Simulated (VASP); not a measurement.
ZnO (wurtzite) is relaxed at rising pressure, each step from the one before. Symmetry mostly holds the structure type, and other phases were not tried. The mesh follows the cell, and a change of mesh leaves a small step in the series.

Here is the system:

```cif
data_O2Zn2
_chemical_formula_sum 'Zn2 O2'
_space_group_name_H-M_alt 'P63mc'
_space_group_IT_number 186
_space_group_name_Hall 'P 6c -2c'
_cell_length_a 3.19395
_cell_length_b 3.19395
_cell_length_c 5.16288
_cell_angle_alpha 90.000
_cell_angle_beta 90.000
_cell_angle_gamma 120.000
loop_
_atom_site_label
_atom_site_type_symbol
_atom_site_symmetry_multiplicity
_atom_site_Wyckoff_symbol
_atom_site_fract_x
_atom_site_fract_y
_atom_site_fract_z
_atom_site_occupancy
Zn1 Zn 2 b 0.33333 0.66667 0.00178 1
O1 O 2 b 0.33333 0.66667 0.38022 1
```

Level of theory: LDA (Ceperley-Alder, Perdew-Zunger), VASP's LDA PAW potentials (set 64) (plane waves; VASP). Run with 620 eV cut-off, 8×8×5 Γ-centred mesh, Gaussian smearing of 0.050 eV, potentials Zn O.

```
P (GPa)  V (Å³/atom)  H − H(0) (eV/atom)  space group  k-mesh
-------  -----------  ------------------  -----------  ------
0              11.40               0.000       P6_3mc   8×8×5
5              11.08               0.351       P6_3mc   8×8×5
10                 …                   …       P6_3mc   8×8×5
20             10.33               1.353       P6_3mc   8×8×5
30              9.95               1.987       P6_3mc   8×8×5
45                 …                   …       P6_3mc   8×8×5
```

**Question.** What belongs in the gaps?

**Answer.** 
- 10, V (Å³/atom): 10.80
- 10, H − H(0) (eV/atom): 0.693
- 45, V (Å³/atom): 9.49
- 45, H − H(0) (eV/atom): 2.898

Pressures at which the relaxation failed are left out.

The compound is ZnO in the wurtzite structure.
